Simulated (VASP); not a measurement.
VASP input:

**KPOINTS**
```
Automatic
0
G
 8 8 8
0 0 0
```

INCAR:
```
# general
SYSTEM  = NiAu
PREC    = Accurate
ENCUT   = 300
LREAL   = F
LASPH   = T

# electronic loop
EDIFF   = 1E-6
NELM    = 100
ALGO    = Normal
LMAXMIX = 6

# smearing
ISMEAR  = 0
SIGMA   = 0.2

# functional
GGA     = PS

# spin
ISPIN   = 2
MAGMOM  = 2.0 0.0

# ions
ISIF    = 2

# output
LWAVE   = F
LCHARG  = F
LORBIT  = 11
```

**POSCAR**
```
NiAu
1.0
  1.4097690000   0.8139300000   4.5042990000
 -1.4097690000   0.8139300000   4.5042990000
  0.0000000000  -1.6278610000   4.5042990000
Ni Au
1 1
Cartesian
  0.0000000000   0.0000000000   0.0000000000
  0.0000000000  -0.0000005000   6.7564485000
```

POTCAR, in this order: Ni Au (PBE.64 set). Program: vasp_std.

**Question.** Write an equivalent input for Quantum ESPRESSO's pw.x.

**Answer.** One equivalent input (not run):
```
&CONTROL
  calculation = 'scf'
  pseudo_dir = './pseudo'
  outdir = './out'
  tprnfor = .true.
  tstress = .true.
/
&SYSTEM
  ibrav = 0
  nat = 2
  ntyp = 2
  ecutwfc = 98
  occupations = 'smearing'
  smearing = 'gaussian'
  degauss = 0.0147
  input_dft = 'pbesol'
  nspin = 2
  starting_magnetization(1) = 0.2
/
&ELECTRONS
  conv_thr = 7.3e-08
  electron_maxstep = 100
/
ATOMIC_SPECIES
  Ni 58.693 Ni.upf
  Au 196.967 Au.upf
CELL_PARAMETERS angstrom
     1.4097690    0.8139300    4.5042990
    -1.4097690    0.8139300    4.5042990
     0.0000000   -1.6278610    4.5042990
ATOMIC_POSITIONS crystal
  Ni   0.0000000  0.0000000  0.0000000
  Au   0.5000000  0.5000000  0.5000000
K_POINTS automatic
  8 8 8 0 0 0
```
The two are equivalent in intent, not identical: the potentials are each code's own (VASP's PAW set, PseudoDojo norm-conserving files in pw.x), so ENCUT and ecutwfc are chosen apart and not converted; conv_thr bounds pw.x's estimated SCF error, while EDIFF bounds the energy change between steps; starting_magnetization is a fraction of the valence charge and MAGMOM a moment in μB, so they match only roughly.

The structure was generated: NiAu was put into an ordered model structure, which need not be its known phase. The cell was not relaxed at this level. The k-mesh is coarse (spacing up to 0.33 per Å, 2π included), so the numbers may not be converged in it. The run is one of a series of settings (GGA = PS against the base run), some of them coarse on purpose.
